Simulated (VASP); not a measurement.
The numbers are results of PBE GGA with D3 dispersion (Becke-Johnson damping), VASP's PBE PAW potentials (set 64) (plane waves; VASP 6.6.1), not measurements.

A VASP calculation is set up with these files.

**INCAR**
```
! general
SYSTEM   =  MnF2
PREC     =  Accurate
ENCUT    =  520
LREAL    =  .False.
LASPH    =  .True.

! electronic loop
EDIFF    =  1E-7
NELM     =  100
ALGO     =  Normal
LMAXMIX  =  4

! smearing
ISMEAR   =  0
SIGMA    =  0.05

! functional
GGA      =  PE
IVDW     =  12

! spin
ISPIN    =  2
MAGMOM   =  4.5 -4.5 -0.0 2*0.0 -0.0

! ions
IBRION   =  2
NSW      =  30
ISIF     =  4
EDIFFG   =  -0.01

! output
LWAVE    =  .False.
LCHARG   =  .False.
LORBIT   =  10
```

File KPOINTS:
```
Automatic mesh
0
Gamma
5 5 7
0 0 0
```

**POSCAR**
```
MnF2
1.0
  4.8348239896   0.0000000000   0.0000000000
  0.0000000000   4.8348239896   0.0000000000
  0.0000000000   0.0000000000   3.2838406427
Mn F
2 4
Cart
  4.8348239896   0.0000000000   0.0000000000
  2.4174119948   2.4174119948   1.6419203213
  1.4668301232   1.4668301232   0.0000000000
  3.8842421180   0.9505818716   1.6419203213
  0.9505818716   3.8842421180   1.6419203213
  3.3679938664   3.3679938664   3.2838406427
```

POTCAR, in this order: Mn_pv F (PBE.64 set). Program: vasp_std.

Q: Estimate the energy per atom (σ→0), cell moment, dispersion energy.

A: 
```json
{
  "energy per atom (σ→0)": "-6.714 eV/atom",
  "cell_moment": "0.00 μB",
  "dispersion_energy": "-0.912 eV"
}
```

OSZICAR:
```
...
       N       E                     dE             d eps       ncg     rms          rms(c)
DAV:   1    -0.393726308903E+02   -0.24193E-03   -0.98569E-02  3096   0.229E+00    0.175E-01
DAV:   2    -0.393725884615E+02    0.42429E-04   -0.26775E-03  3656   0.377E-01    0.105E-01
DAV:   3    -0.393724918093E+02    0.96652E-04   -0.10353E-04  3904   0.886E-02    0.581E-02
DAV:   4    -0.393724677086E+02    0.24101E-04   -0.48688E-05  3656   0.517E-02    0.176E-02
DAV:   5    -0.393724680040E+02   -0.29536E-06   -0.52245E-06  3176   0.150E-02    0.100E-02
DAV:   6    -0.393724680292E+02   -0.25243E-07   -0.37127E-07  3496   0.500E-03
   3 F= -.40284332E+02 E0= -.40284332E+02  d E =-.658791E-03  mag=     0.0000
```

The compound is MnF2 in the rutile structure. This cell is one point of a volume scan, at 0.97 of the reference volume. Symmetry was kept, so distortions that lower it aren't found.
